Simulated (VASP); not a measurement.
Here is the system:

```
CELL_PARAMETERS angstrom
      4.04588     0.00000     0.00000
      0.00000     4.04588     0.00000
      0.00000     0.00000     4.04588
ATOMIC_POSITIONS crystal
  Tl 0.00000 0.00000 0.00000
  Br 0.50000 0.50000 0.50000
```

These are PBE GGA with spin-orbit coupling, VASP's PBE PAW potentials (set 64) (plane waves; VASP) values and carry that method's errors. Settings: 400 eV cut-off, 6×6×6 Γ-centred mesh, Gaussian smearing of 0.050 eV, potentials Tl_d Br.

### Question
Predict the energy per atom (σ→0), band gap (on the k-mesh) with the smallest direct gap where there is one.

### Answer

```
Quantity                                      Value
-----------------------------------  --------------
band gap (on the k-mesh)                    1.55 eV
smallest direct gap (on the k-mesh)         1.82 eV
energy per atom (σ→0)                -2879 meV/atom
```

The structure comes from a computed database's TlBr entry (Pm-3m); how it stands against other phases isn't given here. It was relaxed first.
